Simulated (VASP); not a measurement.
Given:

```xyz
4
Lattice="3.3547 0.0000 0.0000 0.0000 3.3547 0.0000 0.0000 0.0000 3.3547" Properties=species:S:1:pos:R:3 pbc="T T T"
Si     0.0000     0.0000     0.0000
Ni     0.0000     1.6774     1.6774
Ni     1.6774     0.0000     1.6774
Ni     1.6774     1.6774     0.0000
```

Computed with LDA (Ceperley-Alder, Perdew-Zunger), VASP's LDA PAW potentials (set 64) (plane waves; VASP). Numerical set-up: 500 eV cut-off, 9×9×9 Γ-centred mesh, first-order Methfessel-Paxton smearing of 0.10 eV, potentials Si Ni.

Energy and stress use the plane-wave basis of the starting cell.

### Question
The ions, cell shape and volume at an external pressure of 30.0 GPa are relaxed. Predict the relaxed structure.

### Answer

```xyz
4
Lattice="3.3246 0.0000 0.0000 0.0000 3.3246 0.0000 0.0000 0.0000 3.3246" Properties=species:S:1:pos:R:3 pbc="T T T"
Si     0.0000     0.0000     0.0000
Ni     0.0000     1.6623     1.6623
Ni     1.6623     0.0000     1.6623
Ni     1.6623     1.6623     0.0000
```
Space group Pm-3m (221), at a tolerance of 0.03 Å.

### Question
How do energy and volume change from the first to the last step?

### Answer
The energy (σ→0) changes by +38.7 meV/atom and the volume by -2.7 %, in 3 ionic steps.

The compound is Ni3Si in the L1_2 structure. This run relaxes it under an external pressure of 30 GPa. Symmetry was kept, so distortions that lower it aren't found. The run is not spin-polarised, so no magnetic state was tried.
